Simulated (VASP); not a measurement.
# SrHfAs2 with PBE + D3: from relaxation to properties, part 3 of 6

What structure does SrHfAs2 take at this level, and what are its properties? The cell is invented: it takes the structure of a Materials Project entry for SrHfN2 (space group 166 there), with some of its atoms replaced by other elements, volume scaled by an estimate. It may not be a known or stable phase.

VASP 6.6.1, plane waves and PAW; the level of theory is named at each step.

So far. Step 3 (Relaxing cell and atoms (PBE + D3)): It ends with a largest force of 0.003 eV/Å and a pressure of 0.01 GPa. Step 4 (Single point with fields (PBE + D3)): In this run the pressure is 0.01 GPa, small enough to go on.

## 5. Bands along the symmetry lines (PBE + D3)

Level of this step: PBE with D3; plane waves and PAW (Hf_pv, Sr_sv, As); invented cell (VASP).

The mesh alone shows little of the dispersion and can miss band extrema, so KPOINTS_OPT adds a path through the symmetry points after the self-consistent cycle.

INCAR

```
SYSTEM = SrHfAs2
PREC = Accurate
ENCUT = 400
EDIFF = 1E-06
NELM = 100
ISMEAR = 0
SIGMA = 0.05
LREAL = .FALSE.
ALGO = Normal
GGA = PE
IVDW = 11
NBANDS = 29
LORBIT = 11
LWAVE = .FALSE.
LCHARG = .FALSE.
KPAR = 2
```

POSCAR

```
SrHfAs2
1.0
    1.9932022982      1.1507760240      7.0160841976
   -1.9932022982      1.1507760240      7.0160841976
    0.0000000000     -2.3015520480      7.0160841976
Hf Sr As
1 1 2
Direct
    0.5000000000      0.5000000000      0.5000000000
    0.0000000000      0.0000000000      0.0000000000
    0.2374279648      0.2374279648      0.2374279648
    0.7625720352      0.7625720352      0.7625720352
```

KPOINTS

```
Automatic mesh
0
Gamma
7 7 7
0 0 0
```

KPOINTS_OPT

```
Line mode
16
Line-mode
Reciprocal
  0.00000000   0.00000000   0.00000000 GAMMA
  0.50000000   0.00000000   0.00000000 L

  0.50000000   0.00000000   0.00000000 L
  0.50000000   0.18460164  -0.18460164 B1

  0.81539836   0.50000000   0.18460164 B
  0.50000000   0.50000000   0.50000000 Z

  0.50000000   0.50000000   0.50000000 Z
  0.00000000   0.00000000   0.00000000 GAMMA

  0.00000000   0.00000000   0.00000000 GAMMA
  0.34230082   0.00000000  -0.34230082 X

  0.65769918   0.34230082   0.00000000 Q
  0.50000000   0.50000000   0.00000000 F

  0.50000000   0.50000000   0.00000000 F
  0.65769918   0.65769918   0.18460164 P1

  0.65769918   0.65769918   0.18460164 P1
  0.50000000   0.50000000   0.50000000 Z

  0.50000000   0.00000000   0.00000000 L
  0.81539836   0.34230082   0.34230082 P
```

PAW data sets: Hf_pv, Sr_sv and As (PBE family, release 64).

Launch:

```bash
mpirun -np 2 vasp_std
```

The program printed:

```text
[... set-up lines as in an earlier step ...]
 entering main loop
       N       E                     dE             d eps       ncg     rms          rms(c)
DAV:   1     0.103265417114E+03    0.10327E+03   -0.11992E+04  2568   0.766E+02
DAV:   2    -0.209059969781E+02   -0.12417E+03   -0.11792E+03  3188   0.193E+02
DAV:   3    -0.270911151208E+02   -0.61851E+01   -0.61269E+01  3711   0.329E+01
DAV:   4    -0.272396643506E+02   -0.14855E+00   -0.14820E+00  3578   0.430E+00
DAV:   5    -0.272410791275E+02   -0.14148E-02   -0.14147E-02  3428   0.419E-01    0.443E+01
DAV:   6    -0.253402729823E+02    0.19008E+01   -0.23800E+00  2795   0.655E+00    0.301E+01
DAV:   7    -0.253485601372E+02   -0.82872E-02   -0.10152E+00  3007   0.423E+00    0.746E+00
DAV:   8    -0.253164771741E+02    0.32083E-01   -0.10921E-01  2852   0.145E+00    0.935E-01
DAV:   9    -0.253130907719E+02    0.33864E-02   -0.24374E-02  3188   0.657E-01    0.614E-01
DAV:  10    -0.253128101186E+02    0.28065E-03   -0.24914E-03  2855   0.240E-01    0.262E-01
DAV:  11    -0.253127812450E+02    0.28874E-04   -0.65345E-04  2957   0.116E-01    0.181E-01
DAV:  12    -0.253126952276E+02    0.86017E-04   -0.13641E-04  2960   0.515E-02    0.322E-02
DAV:  13    -0.253126978986E+02   -0.26710E-05   -0.15435E-05  3090   0.155E-02    0.220E-02
DAV:  14    -0.253126976321E+02    0.26652E-06   -0.20290E-06  2672   0.696E-03
   1 F= -.26453148E+02 E0= -.26452849E+02  d E =-.596537E-03
 Start KPOINTS_OPT (optional k-point list driver)
k-point batch [1-44\144]
       N       E                     dE             ncg
DAV:   1    -0.768420284396E+04   -0.36270E+05     2576
DAV:   2    -0.130383321095E+05   -0.53541E+04     3186
DAV:   3    -0.133009373410E+05   -0.26261E+03     3758
DAV:   4    -0.133077715492E+05   -0.68342E+01     3543
DAV:   5    -0.133078242718E+05   -0.52723E-01     3481
DAV:   6    -0.133078247060E+05   -0.43411E-03     3517
DAV:   7    -0.133078247108E+05   -0.48624E-05     2951
DAV:   8    -0.133078247109E+05   -0.11102E-06     2220
[...]
k-point batch [133-144\144]
       N       E                     dE             ncg
DAV:   1     0.182351953667E+05   -0.11565E+05      696
DAV:   2     0.167845536134E+05   -0.14506E+04      856
DAV:   3     0.167143885313E+05   -0.70165E+02      995
DAV:   4     0.167125725713E+05   -0.18160E+01      956
DAV:   5     0.167125543921E+05   -0.18179E-01      956
DAV:   6     0.167125542777E+05   -0.11448E-03      953
DAV:   7     0.167125542767E+05   -0.93342E-06      780
```

Elapsed: 7.8 min, on 2 MPI ranks of AMD EPYC 7R43, shared host; peak memory 0.77 GiB.

Parts of OUTCAR (step 5):

```text
   k-points           NKPTS =     44   k-points in BZ     NKDIM =     44   number of bands    NBANDS=     29

   NELECT =      30.0000    total number of electrons

 E-fermi :   4.1519

 k-point     1 :       0.0000    0.0000    0.0000
  band No.  band energies     occupation
    ...
      8      -7.3077      2.00000
      9      -5.5015      2.00000
     10      -0.4130      2.00000
     11       1.8864      2.00000
     12       1.8864      2.00000
     13       4.4490      0.00000
     14       4.8309      0.00000
     15       4.8309      0.00000
     16       5.1505      0.00000
     17       5.2668      0.00000
    ...

 Edisp (eV)   -1.14045

  Total      -0.00625    -0.00625     0.04280     0.00000    -0.00000     0.00000
  in kB      -0.10363    -0.10363     0.71025     0.00000    -0.00000     0.00000
  external pressure =        0.17 kB  Pullay stress =        0.00 kB

 POSITION                                       TOTAL-FORCE (eV/Angst)
 -----------------------------------------------------------------------------------
      0.00000      0.00000     10.52413         0.000000     -0.000000     -0.000000
      0.00000      0.00000      0.00000         0.000000     -0.000000     -0.000000
      0.00000      0.00000      4.99744         0.000000      0.000000     -0.004423
      0.00000      0.00000     16.05081         0.000000     -0.000000      0.004423
 -----------------------------------------------------------------------------------
    total drift:                                0.000000      0.000000     -0.000000

  FREE ENERGIE OF THE ION-ELECTRON SYSTEM (eV)
  ---------------------------------------------------
  free  energy   TOTEN  =       -26.4531477482 eV

  energy  without entropy=      -26.4525512116  energy(sigma->0) =      -26.45284948

[... 7 parts as in an earlier step ...]

[... 9 further parts left out ...]
```

Spin-orbit coupling is off here; with elements this heavy it splits and shifts levels by tenths of an eV or more.

This step gave:

```
bands    : 29
pressure : 0.01677 GPa
```

The electronic bands at the labelled points (eV, zero at the Fermi level; # counts the bands kept, so #1 is VASP's band 10):

```
          point     #3     #4     #5     #6     #7    #8    #9   #10
              Γ  -2.27   0.30   0.68   0.68   1.00  1.12  1.12  2.86
0.47 of the way  -2.29  -2.03  -0.67  -0.58   0.83  2.21  2.28  3.01
              L  -2.15  -2.06  -1.88  -1.18   0.73  2.13  2.57  2.66
0.53 of the way  -2.56  -2.15  -1.89  -1.82   1.64  2.34  2.60  3.08
             B1  -3.03  -2.08  -1.82  -1.81   1.32  2.31  2.59  3.94
      jump to B  -3.03  -2.08  -1.82  -1.81   1.32  2.31  2.59  3.94
0.53 of the way  -2.01  -1.92  -1.27  -0.85   1.14  1.51  2.87  3.25
              Z  -2.11  -2.06  -0.05  -0.05   1.26  1.26  1.67  2.64
0.53 of the way  -2.20  -0.86   0.30   0.30   1.18  1.18  1.50  2.90
              Γ  -2.27   0.30   0.68   0.68   1.00  1.12  1.12  2.86
0.47 of the way  -2.67  -2.05  -1.38  -0.84   1.37  2.36  2.44  3.24
              X  -3.04  -2.08  -1.89  -1.78   1.34  2.44  2.52  3.92
      jump to Q  -3.04  -2.08  -1.89  -1.78   1.34  2.44  2.52  3.92
0.47 of the way  -2.55  -2.13  -1.86  -1.28   0.64  2.48  2.55  3.57
              F  -2.36  -2.12  -0.87  -0.77  -0.32  2.39  2.60  3.28
0.53 of the way  -2.35  -2.11  -0.97  -0.79  -0.22  2.41  2.60  3.21
             P1  -2.33  -2.09  -1.15  -0.84  -0.05  2.45  2.60  3.05
0.47 of the way  -2.01  -2.01  -0.84  -0.71   0.37  2.29  2.58  3.46
              Z  -2.11  -2.06  -0.05  -0.05   1.26  1.26  1.67  2.64
      jump to L  -2.15  -2.06  -1.88  -1.18   0.73  2.13  2.57  2.66
0.47 of the way  -2.25  -1.96  -1.76  -1.06   0.48  2.41  2.58  2.64
              P  -2.33  -2.09  -1.15  -0.84  -0.05  2.45  2.60  3.05
```

Of the projections kept (Hf, Sr, As), the largest for each band there; the rest of the weight can lie on other orbitals:

```
point       #3       #4       #5       #6       #7       #8       #9      #10
    Γ  Hf 0.51  As 0.91  As 0.90  As 0.90  Hf 0.74  Hf 0.91  Hf 0.91  Sr 0.47
    L  As 0.50  As 0.67  Hf 0.49  As 0.71  Hf 0.80  Sr 0.74  Hf 0.96  Hf 0.99
   B1  As 0.55  As 0.63  As 0.60  As 0.58  Hf 0.84  Hf 0.76  Hf 0.86  Hf 0.55
    B  As 0.55  As 0.63  As 0.60  As 0.58  Hf 0.84  Hf 0.76  Hf 0.86  Hf 0.55
    Z  Hf 0.55  As 0.74  As 0.77  As 0.77  Hf 0.95  Hf 0.95  Hf 0.81  Sr 0.61
    Γ  Hf 0.51  As 0.91  As 0.90  As 0.90  Hf 0.74  Hf 0.91  Hf 0.91  Sr 0.47
```

There is no gap at this level.

## 6. Total and projected DOS (PBE + D3)

Here the states are counted by energy and projected on the atoms. The mesh is finer than in the run before.

Edit INCAR of step 5 so:

```diff
@@ -5,3 +5,3 @@
 NELM = 100
-ISMEAR = 0
+ISMEAR = -5
 SIGMA = 0.05
@@ -16 +16,2 @@
 KPAR = 2
+NEDOS = 2001
```

POSCAR is that of step 5.

KPOINTS

```
Automatic mesh
0
Gamma
10 10 10
0 0 0
```

Launch:

```bash
mpirun -np 2 vasp_std
```

The program printed:

```text
[... set-up lines as in an earlier step ...]
 entering main loop
       N       E                     dE             d eps       ncg     rms          rms(c)
DAV:   1     0.103428965399E+03    0.10343E+03   -0.12140E+04  6760   0.768E+02
DAV:   2    -0.208023603600E+02   -0.12423E+03   -0.11766E+03  8355   0.192E+02
DAV:   3    -0.270914645108E+02   -0.62891E+01   -0.62327E+01  9899   0.328E+01
DAV:   4    -0.272441314020E+02   -0.15267E+00   -0.15230E+00  9435   0.422E+00
DAV:   5    -0.272455240707E+02   -0.13927E-02   -0.13926E-02  9025   0.409E-01    0.443E+01
DAV:   6    -0.253417925776E+02    0.19037E+01   -0.24053E+00  7357   0.655E+00    0.301E+01
DAV:   7    -0.253571553649E+02   -0.15363E-01   -0.10404E+00  7941   0.427E+00    0.746E+00
DAV:   8    -0.253183906558E+02    0.38765E-01   -0.12110E-01  7553   0.148E+00    0.921E-01
DAV:   9    -0.253156934521E+02    0.26972E-02   -0.23793E-02  8462   0.649E-01    0.597E-01
DAV:  10    -0.253151937965E+02    0.49966E-03   -0.22979E-03  7658   0.226E-01    0.264E-01
DAV:  11    -0.253153954288E+02   -0.20163E-03   -0.61350E-04  7788   0.110E-01    0.186E-01
DAV:  12    -0.253152312020E+02    0.16423E-03   -0.13044E-04  7854   0.504E-02    0.332E-02
DAV:  13    -0.253152335608E+02   -0.23588E-05   -0.13988E-05  7993   0.145E-02    0.194E-02
DAV:  14    -0.253152425784E+02   -0.90176E-05   -0.22514E-06  7052   0.737E-03    0.359E-03
DAV:  15    -0.253152367730E+02    0.58053E-05   -0.67883E-07  5791   0.373E-03    0.364E-03
DAV:  16    -0.253152363361E+02    0.43689E-06   -0.11792E-07  4464   0.147E-03
   1 F= -.26455686E+02 E0= -.26455686E+02  d E =0.000000E+00
 -----------------------------------------------------------------------------
|                                                                             |
|           W    W    AA    RRRRR   N    N  II  N    N   GGGG   !!!           |
|           W    W   A  A   R    R  NN   N  II  NN   N  G    G  !!!           |
|           W    W  A    A  R    R  N N  N  II  N N  N  G       !!!           |
|           W WW W  AAAAAA  RRRRR   N  N N  II  N  N N  G  GGG   !            |
|           WW  WW  A    A  R   R   N   NN  II  N   NN  G    G                |
|           W    W  A    A  R    R  N    N  II  N    N   GGGG   !!!           |
|                                                                             |
|     Tetrahedron method does not include variations of the Fermi             |
|     occupations, so forces and stress will be inaccurate. We suggest        |
|     using a different smearing scheme ISMEAR = 1 or 2 for metals in         |
|     relaxations.                                                            |
|                                                                             |
 -----------------------------------------------------------------------------
```

Run time: 7.7 min. Hardware: 2 MPI ranks; peak memory 0.86 GiB.

OUTCAR, selected parts (step 6):

```text
   k-points           NKPTS =    116   k-points in BZ     NKDIM =    116   number of bands    NBANDS=     29

   NELECT =      30.0000    total number of electrons

 E-fermi :   4.2272

 k-point     1 :       0.0000    0.0000    0.0000
  band No.  band energies     occupation
    ...
      9      -5.4976      2.00000
     10      -0.4125      2.00000
     11       1.8873      2.00000
     12       1.8873      2.00000
     13       4.4508      1.54478
     14       4.8345     -0.83945
     15       4.8345     -0.22623
     16       5.1504      0.00000
     17       5.2659      0.00000
     18       5.2659      0.00000
    ...

 Edisp (eV)   -1.14045

  Total       0.02268     0.02268     0.04204     0.00000     0.00000     0.00000
  in kB       0.37640     0.37640     0.69761     0.00000     0.00000     0.00000
  external pressure =        0.48 kB  Pullay stress =        0.00 kB

 POSITION                                       TOTAL-FORCE (eV/Angst)
 -----------------------------------------------------------------------------------
      0.00000      0.00000     10.52413        -0.000000      0.000000     -0.000000
      0.00000      0.00000      0.00000         0.000000      0.000000     -0.000000
      0.00000      0.00000      4.99744         0.000000     -0.000000      0.010842
      0.00000      0.00000     16.05081         0.000000      0.000000     -0.010842
 -----------------------------------------------------------------------------------
    total drift:                                0.000000      0.000000     -0.000000

  FREE ENERGIE OF THE ION-ELECTRON SYSTEM (eV)
  ---------------------------------------------------
  free  energy   TOTEN  =       -26.4556864523 eV

  energy  without entropy=      -26.4556864523  energy(sigma->0) =      -26.45568645

[... 6 parts as in an earlier step ...]

[... 10 further parts left out ...]
```

With tetrahedra the forces and stress of a metal are not exact derivatives of the energy.

Numbers from this step:

- SCF cycles: 16
- irreducible k-points: 116
- free energy (TOTEN): -26.46 eV
- Fermi energy: 4.227 eV
- pressure: 0.04835 GPa
- DOS at the Fermi level: 0.4982 states/eV/cell

The density of states has structure finer than the step of the table below, so its rows give means over 1 eV, whole bins alone (the curve runs from -12.0 to 2.83 eV). Peaks (eV: height): total -9.9: 15.3, -2.1: 11.9, 2.4: 6.58, 2.5: 14.4; Hf d -2.1: 2.74, 2.4: 3.20, 2.5: 8.62; As p -4.1: 0.738, -3.4: 1.20, -2.1: 3.44; Sr d -2.2: 0.220, 1.1: 0.107, 2.3: 0.376, 2.5: 0.506; As s -9.9: 9.25.

States under -12.0 eV and over 2.8 eV are left out. Table of density of states by energy, zero at the Fermi level; means over each step; values in states/eV/cell:

```
energy (eV)  total     Hf d     As p     Sr d     As s
        -11  0.755  0.00207  0.00374   9.5e-4    0.387
        -10   3.34   0.0768  0.00457   0.0112     1.97
         -9      0        0        0        0        0
         -8      0        0        0        0        0
         -7      0        0        0        0        0
         -6      0        0        0        0        0
         -5  0.176  0.00974   0.0378  0.00162  0.00222
         -4   1.89    0.107    0.429   0.0204   0.0477
         -3   2.75    0.279    0.699   0.0321   0.0204
         -2   4.51    0.748     1.29    0.101   0.0141
         -1   2.37    0.177    0.758   0.0892  0.00861
          0  0.612    0.123    0.129   0.0307  0.00151
          1   1.73    0.734    0.105   0.0614  0.00630
          2   2.93     1.39    0.189    0.131   0.0223
```

The finer mesh and the other smearing move the Fermi level by +0.08 eV from the 7×7×7 run, one measure of the sampling error in the zero of the bands above. Of the states within 0.3 eV of the Fermi level, the largest shares in the PAW spheres are As p 21 %, Hf d 19 % and Sr d 5 %. The rest lies in smaller channels or between the spheres.

(Continued in part 4 of 6.)

[Lines on the potential files, build, host, timing and source positions are cut from VASP's logs without a mark.]

[Logs are printed without paths, hosts, clocks, repeated set-up lines and the standing remarks that a program may print on its own settings, such as how far it seeks lower states.]

[Hosts, paths, dates, database ids (printed as entryN), source tags and the programs' standing remarks are cut or masked in the printed files.]

[A measured line is paired with the nearest computed mode of its activity, which favours agreement.]
